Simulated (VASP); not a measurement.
The system is SiO.

```
Si O
1.0
     2.80697    0.00000    0.00000
     0.00000    2.80697    0.00000
     0.00000    0.00000    2.80697
Si O
1 1
Direct
  0.00000 0.00000 0.00000
  0.50000 0.50000 0.50000
```

The cell was built by a generator and needn't be a form met in nature.

* Program: VASP 6.6.1
* Task: single point
* Functional: PBE
* Potentials or basis: VASP PAW PBE potentials, release 64 (Si, O)
* Cutoff: 520 eV
* k mesh: 9 × 9 × 9
* Occupations: fermi-dirac, width 0.05 eV
* Spin: no spin polarisation

On this cell: pressure 0.1 GPa; largest force zero by symmetry; band gap on the k mesh none (metal or under the smearing width).

The same run follows on a disturbed copy (atoms moved at random, drawn with an rms of 0.05 Å):

```
CELL_PARAMETERS angstrom
2.80697 0.00000 0.00000
0.00000 2.80697 0.00000
0.00000 0.00000 2.80697
ATOMIC_POSITIONS crystal
Si 0.01925 0.00458 0.00607
O 0.49563 0.49345 0.50784
```

Question: What does the disturbed cell give?

Answer: The energy (extrapolated to zero smearing) moves by -9.9 meV/atom; pressure 0.0 GPa; largest force 0.538 eV/Å; band gap on the k mesh none (metal or under the smearing width).

Forces in eV/Å, atoms in the order of the input:
```
Si   0.485  0.230 -0.037
O   -0.485 -0.230  0.037
```

Stress tensor (GPa, compression positive):
```
 0.13 -0.21  0.03
-0.21 -0.04  0.02
 0.03  0.02 -0.08
```

The energy falls, though the first cell shows no forces: that form is unstable against this distortion, unless noise or another electronic state is at work.
